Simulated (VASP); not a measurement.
Here is the system:

```
ZnS
1.0
    0.00000     2.64742     2.64742
    2.64742     0.00000     2.64742
    2.64742     2.64742     0.00000
Zn S
1 1
Direct
  0.00000   0.00000   0.00000
  0.25000   0.25000   0.25000
```

Calculation: optB86b-vdW, VASP's PBE PAW potentials (set 64) (plane waves; VASP). Settings: 520 eV cut-off, 8×8×8 Γ-centred mesh, Gaussian smearing of 0.050 eV, potentials Zn S.

Task: Give the stress tensor in GPa (positive for a compressed cell).

Result: 
```
5.32  0.00  0.00
0.00  5.32  0.00
0.00  0.00  5.32
```
The pressure is its mean diagonal, 5.32 GPa.

The compound is ZnS in the zinc blende structure. This cell is one point of a volume scan, at 0.94 of the reference volume.
